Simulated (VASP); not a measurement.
Consider the following.

```
CELL_PARAMETERS angstrom
      4.11936     0.00000     0.00000
     -2.05968     3.56747     0.00000
      0.00000     0.00000     2.47586
ATOMIC_POSITIONS crystal
  Co 0.00000 0.00000 0.00000
  Si 0.33333 0.66667 0.50000
  Si 0.66667 0.33333 0.50000
```

Level of theory: PBEsol GGA, VASP's PBE PAW potentials (set 64) (plane waves; VASP 6.6.1). Run with 400 eV cut-off, Gaussian smearing of 0.050 eV, potentials Co Si.

**Question.** Give the energies of bands 2 to 11 at the high-symmetry points, in eV from the Fermi level.

**Answer.** 
| band | Γ | M | K | A | L | H |
|---|---|---|---|---|---|---|
| 2 | -5.68 | -11.13 | -11.51 | -8.15 | -6.08 | -7.06 |
| 3 | -5.68 | -6.19 | -8.55 | -3.30 | -6.00 | -5.45 |
| 4 | -4.41 | -5.23 | -2.82 | -3.30 | -5.24 | -5.45 |
| 5 | -3.24 | -2.42 | -2.32 | -2.08 | -4.37 | -4.12 |
| 6 | -1.84 | -2.16 | -2.32 | -2.08 | -1.40 | -2.15 |
| 7 | -1.84 | -0.67 | -0.64 | -0.84 | -1.38 | -1.02 |
| 8 | -0.56 | -0.59 | -0.64 | -0.84 | -0.54 | -1.02 |
| 9 | -0.56 | -0.06 | 1.89 | -0.37 | 0.55 | -0.84 |
| 10 | 0.41 | 4.50 | 2.18 | 0.50 | 0.81 | -0.84 |
| 11 | 0.41 | 5.37 | 2.18 | 3.23 | 0.85 | 2.03 |

It has no gap at this level: it comes out as a metal or semimetal.

The structure was generated: CoSi2 was put into the AlB2 type (P6/mmm), which need not be its known phase. It was relaxed first, which changed the volume by -51 %. The run is not spin-polarised, so no magnetic state was tried. The electron count is odd and the run is not spin-polarised, which forces a metal.
